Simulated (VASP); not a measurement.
VASP runs on FeBi (space group R3m) share one base input (PBE GGA, plane waves, VASP's PBE PAW potentials (set 64)) and change the settings named in each case.

### KPOINTS
```
K-points
0
G
  5 5 5
```

File POSCAR:
```
FeBi
1
    2.0770870000     1.1992070000     3.5549250000
   -2.0770870000     1.1992070000     3.5549250000
    0.0000000000    -2.3984140000     3.5549250000
Fe Bi
1 1
Direct
  0.7624000000   0.7624000000   0.7624000000
  0.2376000000   0.2376000000   0.2376000000
```

### INCAR
```
! general
SYSTEM =FeBi
PREC   =Accurate
ENCUT  =300   ! plane-wave cut-off (eV)
LREAL  =F
LASPH  =T

! electronic loop
EDIFF  =1E-6   ! SCF stop (eV)
NELM   =100   ! most electronic steps
ALGO   =Normal
LMAXMIX=4   ! l cut-off of mixed one-centre charges

! smearing
ISMEAR =-1   ! Fermi-Dirac
SIGMA  =0.1   ! width (eV)

! functional
GGA    =PE

! spin
ISPIN  =2   ! spin-polarised
MAGMOM =4.0 0.0

! ions
ISIF   =2

! output
LWAVE  =F
LCHARG =F
LORBIT =11
```

POTCAR, in this order: Fe Bi_d (PBE.64 set). Program: vasp_std.

```csv
change,E(σ→0) (eV/atom),pressure (GPa),largest force (eV/Å),−TS (eV)
base run,-5.2371,-6.93,0.317,-0.1517
"GGA removed, POTCAR Fe Bi_d (LDA.64 set)",-5.8038,___,___,___
"GGA_COMPAT = .FALSE., ISPIN removed, LNONCOLLINEAR = .TRUE., LSORBIT = .TRUE., MAGMOM = 0.0 0.0 4.0 0.0 0.0 0.0, program vasp_ncl",-5.6185,___,___,___
KPOINTS 1×1×1 Γ-centred mesh,0.1136,15.75,5.303,-0.0335
```

Q: Fill in the missing entries.

A: 
- GGA removed, POTCAR Fe Bi_d (LDA.64 set), pressure (GPa): -12.17
- GGA removed, POTCAR Fe Bi_d (LDA.64 set), largest force (eV/Å): 0.189
- GGA removed, POTCAR Fe Bi_d (LDA.64 set), −TS (eV): -0.1572
- GGA_COMPAT = .FALSE., ISPIN removed, LNONCOLLINEAR = .TRUE., LSORBIT = .TRUE., MAGMOM = 0.0 0.0 4.0 0.0 0.0 0.0, program vasp_ncl, pressure (GPa): -6.25
- GGA_COMPAT = .FALSE., ISPIN removed, LNONCOLLINEAR = .TRUE., LSORBIT = .TRUE., MAGMOM = 0.0 0.0 4.0 0.0 0.0 0.0, program vasp_ncl, largest force (eV/Å): 0.323
- GGA_COMPAT = .FALSE., ISPIN removed, LNONCOLLINEAR = .TRUE., LSORBIT = .TRUE., MAGMOM = 0.0 0.0 4.0 0.0 0.0 0.0, program vasp_ncl, −TS (eV): -0.1545

Energies of different potentials or functionals have different zeros.  Unless said otherwise, spin-orbit coupling is left out, though it shifts the bands of the heavy elements here. At 300 eV the pressure can carry a Pulay error.

Left out are runs that ran out of time, are held back, or changed the cell or the kind of run, fixed moments of cells without a moment, rows past the twelfth, gaps on odd meshes, pressures of charged cells and columns that move by less than the noise.

The structure was generated: FeBi was put into an ordered model structure, which need not be its known phase. The cell was not relaxed at this level, forces remain on its atoms.
